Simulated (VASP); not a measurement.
A run of VASP 6.6.1 is set up as follows.

Contents of INCAR:

```
SYSTEM = H2C3O
ALGO = Fast
EDIFF = 1E-6
ENCUT = 520
GGA = PE
ISIF = 2
ISMEAR = -1
IVDW = 12
LASPH = .TRUE.
LCHARG = .TRUE.
LELF = .TRUE.
LREAL = Auto
LVHAR = .TRUE.
LWAVE = .FALSE.
NBANDS = 58
NELM = 100
PREC = Accurate
SIGMA = 0.02
```

Contents of KPOINTS:

```
k-points
0
G
  1 1 1
  0 0 0
```

Contents of POSCAR:

```
H2C3O
1.0
    8.2582410000      0.0000000000      0.0000000000
    0.0000000000      8.2582410000      0.0000000000
    0.0000000000      0.0000000000      8.2582410000
C H O
12 8 4
Direct
    0.1328006775      0.8010180376      0.3655500003
    0.0125692626      0.8163481787      0.2805682227
    0.7439962094      0.0202827697      0.9138628916
    0.8737938261      0.0890867680      0.9001916994
    0.2720434049     -0.0373202962      0.7136870915
    0.3721979051      0.0739019363      0.7370576858
    0.1808980871      0.5063305854      0.0298368624
    0.3109499953      0.5375963235     -0.0339660710
    0.9132211085      0.1176037367      0.4924777565
    0.3324194583      0.1180033375      0.2503317595
    0.0765659418      0.4596257242      0.5695764994
    0.7011420471      0.5167323162      0.0826810455
   -0.0902734614      0.8148103210      0.2110861139
    0.2465416061      0.7756131118      0.4164688340
    0.9834297643      0.1440984830      0.8514040702
    0.6443018556     -0.0593225603      0.9473930344
    0.4515852710      0.1675296228      0.7135296730
    0.1886600306     -0.1347744635      0.7174772449
    0.4124364983      0.6018836215     -0.0724488423
    0.0689977442      0.4667822119      0.0703902926
    0.7895022681      0.1453699402      0.4433026355
    0.3570251825      0.0149789768      0.1616324832
   -0.0604002717      0.4424549974      0.5818914706
    0.8101967477      0.4650021718      0.1520904997
```

Potentials or basis: VASP PAW PBE potentials, release 64 (C, H, O).

The run is started by

```sh
$ cat potpaw_PBE.64/C/POTCAR potpaw_PBE.64/H/POTCAR potpaw_PBE.64/O/POTCAR > POTCAR
$ mpirun -np 1 vasp_gam > vasp.out
```

Question: What does it give for the largest force?

Answer: 5.220 eV/Å.

Question: Predict the dispersion energy per atom.

Answer: -0.039 eV.

Stress tensor (GPa, compression positive):
```
 0.48 -0.21  0.10
-0.21 -0.23 -0.10
 0.10 -0.10 -0.06
```

Caveat: the standard files for N, O and F lose accuracy on very short bonds.
